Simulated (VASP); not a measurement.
Computed with PBE GGA, VASP's PBE PAW potentials (set 64) (plane waves; VASP).

Input for VASP

POSCAR:
```
CuZn
2.9242930
  1.0000000000   0.0000000000   0.0000000000
  0.0000000000   1.0110378816   0.0000000000
  0.0000000000   0.0000000000   1.0132979151
Zn Cu
1 1
Cart
  0.5000000000   0.5055189408   0.5066489575
  0.0231320000   0.0000000000   0.0000000000
```

**KPOINTS**
```
Automatic
0
Gamma
11 11 11
```

### INCAR
```
LMAXMIX  =  4
LREAL  =  .FALSE.   # projection in real space or not
SIGMA  =  0.1   # width (eV)
GGA  =  PE
LASPH  =  .TRUE.
ISIF  =  2   # forces and stress, cell fixed
ISMEAR  =  1
PREC  =  Accurate
EDIFF  =  1E-6   # SCF stop (eV)
ENCUT  =  600
ALGO  =  Normal
NELM  =  100
SYSTEM  =  CuZn
LWAVE  =  .FALSE.
LCHARG  =  .FALSE.
```

POTCAR, in this order: Zn Cu (PBE.64 set). Program: vasp_std.

**Question.** What will the output report for the number of irreducible k-points (NKPTS), number of bands (NBANDS), largest plane-wave count, number of space-group operations, FFT grid (NGX, NGY, NGZ)?

**Answer.** 
```yaml
number of irreducible k-points (NKPTS): 216
number of bands (NBANDS): 15
largest_plane_wave_count: 875
number_of_space_group_operations: 4
FFT grid (NGX, NGY, NGZ): 24 × 24 × 24
```

The compound is CuZn in the CsCl type structure. The cell was not relaxed at this level, atoms are displaced from their ideal sites. The run is one of a series of settings (ENCUT = 600 against the base run), some of them coarse on purpose. The electron count is odd and the run is not spin-polarised, which forces a metal.
